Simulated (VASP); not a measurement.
Crystal: Sn.

```xyz
2
Lattice="0.0000 3.2333 3.2333 3.2333 0.0000 3.2333 3.2333 3.2333 0.0000" Properties=species:S:1:pos:R:3 pbc="T T T"
Sn    0.0000    0.0000    0.0000
Sn    1.6167    1.6167    1.6167
```

This isn't the form of Sn at room conditions, which is tetragonal (white tin).

- Program: VASP 6.6.1
- Task: relaxation of cell and atoms
- Functional: PBEsol
- Potentials or basis: VASP PAW PBE potentials, release 64 (Sn_d)
- Cutoff: 600 eV
- k mesh: 10 × 10 × 10
- Occupations: gaussian, width 0.03 eV
- Spin: no spin polarisation

At the start: pressure 1.5 GPa; volume 33.80 Å³/atom.

Question: How do energy, volume and symmetry change on relaxing?

Answer: Over 3 steps the energy falls by 4.9 meV/atom and the volume is 34.92 Å³/atom (+3.3 %); space group Fd-3m (No. 227, to 0.05 Å).

Step by step:
| step | energy change (eV) | largest force (eV/Å) | pressure (GPa) | volume (Å³) |
| --- | --- | --- | --- | --- |
| 1 | 0.0000 | 0.0000 | 1.47 | 67.61 |
| 2 | -0.0086 | 0.0000 | -0.46 | 70.69 |
| 3 | -0.0099 | 0.0000 | 0.00 | 69.84 |

Final structure:
```
Sn
1.0
     0.00000    3.26858    3.26858
     3.26858    0.00000    3.26858
     3.26858    3.26858    0.00000
Sn
2
Direct
  0.00000 0.00000 0.00000
  0.25000 0.25000 0.25000
```

Caveat: the PAW data sets were made with another functional, which shifts forces and pressure a little.
